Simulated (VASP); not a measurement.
La$_{2}$O$_{3}$ (a-type) is relaxed at rising pressure, each step from the one before. Symmetry mostly holds the structure type, and other phases were not tried. The mesh follows the cell, and a change of mesh leaves a small step in the series.

Data:

```cif
data_La2O3
_chemical_formula_sum 'La2 O3'
_space_group_name_H-M_alt 'P 1'
_space_group_IT_number 1
_cell_length_a 3.93666
_cell_length_b 3.93666
_cell_length_c 6.17631
_cell_angle_alpha 90.000
_cell_angle_beta 90.000
_cell_angle_gamma 120.000
loop_
_space_group_symop_operation_xyz
  'x, y, z'
loop_
_atom_site_label
_atom_site_type_symbol
_atom_site_fract_x
_atom_site_fract_y
_atom_site_fract_z
_atom_site_occupancy
La1 La 0.33333 0.66667 0.24721 1
La2 La 0.66667 0.33333 0.75279 1
O1 O 0.00000 0.00000 0.00000 1
O2 O 0.33333 0.66667 0.64580 1
O3 O 0.66667 0.33333 0.35420 1
```

These are PBE GGA, VASP's PBE PAW potentials (set 64) (plane waves; VASP) values and carry that method's errors. Settings: 620 eV cut-off, 7×7×4 Γ-centred mesh, Gaussian smearing of 0.050 eV, potentials La O.

```
P (GPa)  V (Å³/atom)  H − H(0) (eV/atom)  space group  k-mesh
-------  -----------  ------------------  -----------  ------
0              16.58               0.000        P-3m1   7×7×4
20               [?]                 [?]        P-3m1   7×7×4
30               [?]                 [?]        P-3m1   7×7×4
45             12.88               4.043        P-3m1   7×7×5
```

Problem. What belongs in the gaps?

Solution. 
- 30, V (Å³/atom): 13.68
- 30, H − H(0) (eV/atom): 2.800
- 20, V (Å³/atom): 14.39
- 20, H − H(0) (eV/atom): 1.923

Pressures at which the relaxation failed are left out.

The compound is La2O3 in the a-type structure.
